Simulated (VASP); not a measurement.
A VASP calculation is set up with these files.

**POSCAR**
```
BaZrO3
1.0
  4.0307268134   0.0000000000   0.0000000000
  0.0000000000   4.0307268134   0.0000000000
  0.0000000000   0.0000000000   4.0307268134
Ba Zr O
1 1 3
Cart
  0.0000000000   0.0000000000   0.0000000000
  2.0153634067   2.0153634067   2.0153634067
  2.0153634067   0.0000000000   2.0153634067
  0.0000000000   2.0153634067   2.0153634067
  2.0153634067   2.0153634067   0.0000000000
```

**KPOINTS**
```
Automatic mesh
0
Gamma
6 6 6
0 0 0
```

### INCAR
```
SYSTEM=BaZrO3
NSW=40   ! most ionic steps
PSTRESS=200   ! kbar
IBRION=2   ! conjugate gradients
PREC=Accurate
LASPH=.TRUE.
EDIFF=1E-6
ISIF=3   ! ions, shape and volume
ALGO=Normal
NELM=100   ! most electronic steps
LCHARG=.FALSE.
EDIFFG=-0.02
ENCUT=620   ! plane-wave cut-off (eV)
LMAXMIX=4   ! l cut-off of mixed one-centre charges
LREAL=.FALSE.   ! projection in real space or not
SIGMA=0.05
LWAVE=.FALSE.
ISMEAR=0   ! Gaussian
```

POTCAR, in this order: Ba_sv Zr_sv O (LDA.64 set). Program: vasp_std.

Q: Translate this LDA calculation to Quantum ESPRESSO's pw.x.

A: One equivalent input (not run):
```
&CONTROL
  calculation = 'vc-relax'
  pseudo_dir = './pseudo'
  outdir = './out'
  tprnfor = .true.
  tstress = .true.
  nstep = 40
  forc_conv_thr = 0.00078
/
&SYSTEM
  ibrav = 0
  nat = 5
  ntyp = 3
  ecutwfc = 84
  occupations = 'smearing'
  smearing = 'gaussian'
  degauss = 0.003675
  input_dft = 'pz'
/
&ELECTRONS
  conv_thr = 7.3e-08
  electron_maxstep = 100
/
&IONS
/
&CELL
  press = 200
/
ATOMIC_SPECIES
  Ba 137.327 Ba.upf
  Zr 91.224 Zr.upf
  O 15.999 O.upf
CELL_PARAMETERS angstrom
     4.0307268    0.0000000   -0.0000000
     0.0000000    4.0307268   -0.0000000
     0.0000000    0.0000000    4.0307268
ATOMIC_POSITIONS crystal
  Ba   0.0000000  0.0000000  0.0000000
  Zr   0.5000000  0.5000000  0.5000000
  O    0.5000000  0.0000000  0.5000000
  O    0.0000000  0.5000000  0.5000000
  O    0.5000000  0.5000000  0.0000000
K_POINTS automatic
  6 6 6 0 0 0
```
Limits of the translation: the potentials are each code's own (VASP's PAW set, PseudoDojo norm-conserving files in pw.x), so ENCUT and ecutwfc are chosen apart and not converted; conv_thr bounds pw.x's estimated SCF error, while EDIFF bounds the energy change between steps; forc_conv_thr acts on force components and is met together with etot_conv_thr.

The compound is BaZrO3 in the cubic perovskite structure. It was relaxed first under an external pressure of 20 GPa.
